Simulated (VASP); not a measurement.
Output of a VASP run:

OUTCAR:
```
 ion  position               nearest neighbor table
   1  0.000  0.000  0.000-
  LATTYP: Found a face centered cubic cell.
 ALAT       =     4.0299374130
 Subroutine PRICEL returns:
 Original cell was already a primitive cell.
 Subroutine GETGRP returns: Found 48 space group operations
The static configuration has the point symmetry O_h .
The dynamic configuration has the point symmetry O_h .
 Subroutine INISYM returns: Found 48 space group operations
 Subroutine IBZKPT returns following result:
 Found    145 irreducible k-points:

 Following reciprocal coordinates:
            Coordinates               Weight
  0.000000  0.000000  0.000000      1.000000
  0.062500  0.000000  0.000000      8.000000
  0.125000  0.000000  0.000000      8.000000
  0.187500  0.000000  0.000000      8.000000
  0.250000  0.000000  0.000000      8.000000
  0.312500  0.000000  0.000000      8.000000
  0.375000  0.000000  0.000000      8.000000
  0.437500  0.000000  0.000000      8.000000
  0.500000  0.000000  0.000000      4.000000
  0.062500  0.062500  0.000000      6.000000
  0.125000  0.062500  0.000000     24.000000
  0.187500  0.062500  0.000000     24.000000
  0.250000  0.062500  0.000000     24.000000
  0.312500  0.062500  0.000000     24.000000
  0.375000  0.062500  0.000000     24.000000
  0.437500  0.062500  0.000000     24.000000
  0.500000  0.062500  0.000000     24.000000
 -0.437500  0.062500  0.000000     24.000000
 -0.375000  0.062500  0.000000     24.000000
 -0.312500  0.062500  0.000000     24.000000
 -0.250000  0.062500  0.000000     24.000000
 -0.187500  0.062500  0.000000     24.000000
 -0.125000  0.062500  0.000000     24.000000
 -0.062500  0.062500  0.000000     12.000000
  0.125000  0.125000  0.000000      6.000000
  0.187500  0.125000  0.000000     24.000000
  0.250000  0.125000  0.000000     24.000000
  0.312500  0.125000  0.000000     24.000000
  0.375000  0.125000  0.000000     24.000000
  0.437500  0.125000  0.000000     24.000000
  0.500000  0.125000  0.000000     24.000000
 -0.437500  0.125000  0.000000     24.000000
 -0.375000  0.125000  0.000000     24.000000
 -0.312500  0.125000  0.000000     24.000000
 -0.250000  0.125000  0.000000     24.000000
 -0.187500  0.125000  0.000000     24.000000
 -0.125000  0.125000  0.000000     12.000000
  0.187500  0.187500  0.000000      6.000000
  0.250000  0.187500  0.000000     24.000000
  0.312500  0.187500  0.000000     24.000000
   k-points           NKPTS =    145   k-points in BZ     NKDIM =    145   number of bands    NBANDS=      5
   number of dos      NEDOS =    301   number of ions     NIONS =      1
   total plane-waves  NPLWV =  13824
   dimension x,y,z NGX =    24 NGY =   24 NGZ =   24
   dimension x,y,z NGXF=    48 NGYF=   48 NGZF=   48
   ions per type =               1
   PREC   = accura    normal or accurate (medium, high low for compatibility)
   ISTART =      0    job   : 0-new  1-cont  2-samecut
   ICHARG =      2    charge: 1-file 2-atom 10-const
   ISPIN  =      1    spin polarized calculation?
   LNONCOLLINEAR =      F non collinear calculations
   LSORBIT =      F    spin-orbit coupling
   INIWAV =      1    electr: 0-lowe 1-rand  2-diag
   ENCUT  =  520.0 eV  38.22 Ry    6.18 a.u.   5.30  5.30  5.30*2*pi/ulx,y,z
   NELM   =    100;   NELMIN=  2; NELMDL= -5     # of ELM steps
   EDIFF  = 0.1E-06   stopping-criterion for ELM
   LREAL  =      F    real-space projection
   NLSPLINE    = F    spline interpolate recip. space projectors
   LMAXMIX     =    2 max onsite mixed and CHGCAR
   VOSKOWN=      0    Vosko Wilk Nusair interpolation
   EDIFFG = 0.1E-05   stopping-criterion for IOM
   NSW    =      0    number of steps for IOM
   NBLOCK =      1;   KBLOCK =      1    inner block; outer block
   IBRION =     -1    ionic relax: 0-MD 1-quasi-New 2-CG
   NFREE  =      0    steps in history (QN), initial steepest desc. (CG)
...
```

### OSZICAR
```
       N       E                     dE             d eps       ncg     rms          rms(c)
DAV:   1    -0.234981891288E+00   -0.23498E+00   -0.86708E+02  1520   0.331E+02
DAV:   2    -0.250653749568E+01   -0.22716E+01   -0.20978E+01  1880   0.307E+01
DAV:   3    -0.252484843310E+01   -0.18311E-01   -0.18323E-01  1915   0.341E+00
DAV:   4    -0.252490464209E+01   -0.56209E-04   -0.56208E-04  1970   0.191E-01
DAV:   5    -0.252490496422E+01   -0.32214E-06   -0.32293E-06  1930   0.116E-02    0.123E+00
DAV:   6    -0.251811078686E+01    0.67942E-02   -0.13836E-03  1700   0.345E-01    0.729E-01
DAV:   7    -0.251312515745E+01    0.49856E-02   -0.37344E-03  1605   0.586E-01    0.130E-01
DAV:   8    -0.251313745242E+01   -0.12295E-04   -0.37993E-05  2195   0.545E-02    0.219E-02
DAV:   9    -0.251313774784E+01   -0.29543E-06   -0.41178E-07  1770   0.564E-03    0.208E-03
DAV:  10    -0.251313750111E+01    0.24674E-06   -0.20159E-08  1370   0.137E-03    0.131E-03
DAV:  11    -0.251313746315E+01    0.37957E-07   -0.12188E-09   960   0.342E-04
   1 F= -.25131375E+01 E0= -.25132702E+01  d E =0.398189E-03
```

OUTCAR:
```
------------------------ aborting loop because EDIFF is reached ----------------------------------------
  FORCE on cell =-STRESS in cart. coord.  units (eV):
  Direction    XX          YY          ZZ          XY          YZ          ZX
  --------------------------------------------------------------------------------------
  Total        0.0227944      0.0227944      0.0227944      0.0000000     -0.0000000      0.0000000
  in kB        2.2320517      2.2320517      2.2320517      0.0000000     -0.0000000      0.0000000
  external PRESSURE =       2.2320517 kB  Pullay stress =       0.0000000 kB
  volume of cell :       16.36
      direct lattice vectors                 reciprocal lattice vectors
     0.000000000  2.014968706  2.014968706    -0.248142812  0.248142812  0.248142812
     2.014968706  0.000000000  2.014968706     0.248142812 -0.248142812  0.248142812
     2.014968706  2.014968706  0.000000000     0.248142812  0.248142812 -0.248142812
 POSITION                                       TOTAL-FORCE (eV/Angst)
 -----------------------------------------------------------------------------------
      0.00000      0.00000      0.00000         0.000000      0.000000      0.000000
 -----------------------------------------------------------------------------------
    total drift:                               -0.000000      0.000000     -0.000000
  FREE ENERGIE OF THE ION-ELECTRON SYSTEM (eV)
  ---------------------------------------------------
  free  energy   TOTEN  =        -2.5131374631 eV

  energy  without entropy=       -2.5135356525  energy(sigma->0) =       -2.51327019
```
(Selected blocks of OUTCAR.)

File POSCAR:
```
Al
1
    0.0000000000     2.0149687065     2.0149687065
    2.0149687065     0.0000000000     2.0149687065
    2.0149687065     2.0149687065     0.0000000000
Al
1
Direct
  0.0000000000   0.0000000000   0.0000000000
```

### Question
Write an INCAR and KPOINTS that could have produced this output.

### Answer
One answer among several that fit: the input of the run itself, optB86b-vdW, plane waves, VASP's PBE PAW potentials (set 64).

**INCAR**
```
SYSTEM = Al
PREC = Accurate
ENCUT = 520
EDIFF = 1E-7
NELM = 100
ALGO = Normal
LREAL = .FALSE.
LASPH = .TRUE.
ISMEAR = 1
SIGMA = 0.1
GGA = MK
PARAM1 = 0.1234
PARAM2 = 1.0
LUSE_VDW = .TRUE.
AGGAC = 0.0
LWAVE = .FALSE.
LCHARG = .FALSE.
ISIF = 2
```

### KPOINTS
```
Automatic mesh
0
Gamma
16 16 16
0 0 0
```

POTCAR, in this order: Al (PBE.64 set). Program: vasp_std.

The compound is Al in the fcc structure. It was relaxed first.
